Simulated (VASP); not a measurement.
SiSn2:

```
Si Sn
1.0
     3.23519    0.00000    0.00000
    -1.61759    2.80175    0.00000
     0.00000    0.00000   15.74085
Si Sn
2 4
Cartesian
  1.6176 0.9339 11.8056
  0.0000 1.8678 3.9352
  1.6176 0.9339 1.3117
  1.6176 0.9339 6.5587
  0.0000 1.8678 14.4291
  0.0000 1.8678 9.1822
```

The cell was built by a generator and needn't be a form met in nature.

* Program: VASP 6.6.1
* Task: relaxation of cell and atoms
* Functional: PBE
* Potentials or basis: VASP PAW PBE potentials, release 64 (Si, Sn_d)
* Cutoff: 600 eV
* k mesh: 6 × 6 × 1
* Occupations: gaussian, width 0.1 eV
* Spin: no spin polarisation

At the start: pressure 1.9 GPa; volume 23.78 Å³/atom.

Where does the relaxation end?

Over 17 steps the energy falls by 116.7 meV/atom and the volume is 24.03 Å³/atom (+1.0 %); space group P6_3/mmc (No. 194, to 0.05 Å).

Step by step:
| step | energy change (eV) | largest force (eV/Å) | pressure (GPa) | volume (Å³) |
| --- | --- | --- | --- | --- |
| 1 | 0.0000 | 1.0181 | 1.91 | 142.68 |
| 2 | -0.2128 | 0.8609 | -0.77 | 148.59 |
| 3 | -0.2901 | 0.6385 | -2.97 | 154.50 |
| 4 | -0.4490 | 0.4831 | -2.28 | 151.71 |
| 5 | -0.5493 | 0.2264 | -1.57 | 148.88 |
| 6 | -0.6278 | 0.0219 | 0.27 | 143.31 |
| 7 | -0.6196 | 0.2143 | 1.61 | 141.26 |
| 8 | -0.6306 | 0.0628 | 0.66 | 142.75 |
| 9 | -0.6488 | 0.3234 | 1.73 | 142.42 |
| 10 | -0.6635 | 0.2102 | 1.11 | 142.57 |
| 11 | -0.6832 | 0.1062 | -0.27 | 145.72 |
| 12 | -0.6834 | 0.0943 | -0.38 | 146.05 |
| 13 | -0.6892 | 0.0930 | -0.23 | 145.52 |
| 14 | -0.6903 | 0.0932 | -0.11 | 145.24 |
| 15 | -0.6904 | 0.0933 | 0.00 | 145.15 |
| 16 | -0.6935 | 0.0815 | -0.04 | 144.90 |
| 17 | -0.7004 | 0.0343 | -0.02 | 144.16 |

Final structure:
```
CELL_PARAMETERS angstrom
3.36033 0.00000 0.00000
-1.68016 2.91013 0.00000
0.00000 0.00000 14.74143
ATOMIC_POSITIONS crystal
Si 0.66667 0.33333 0.75000
Si 0.33333 0.66667 0.25000
Sn 0.66667 0.33333 0.10001
Sn 0.66667 0.33333 0.39999
Sn 0.33333 0.66667 0.89999
Sn 0.33333 0.66667 0.60001
```

Caveat: the k mesh is coarse (spacing up to 0.40 Å⁻¹), so the values aren't converged.
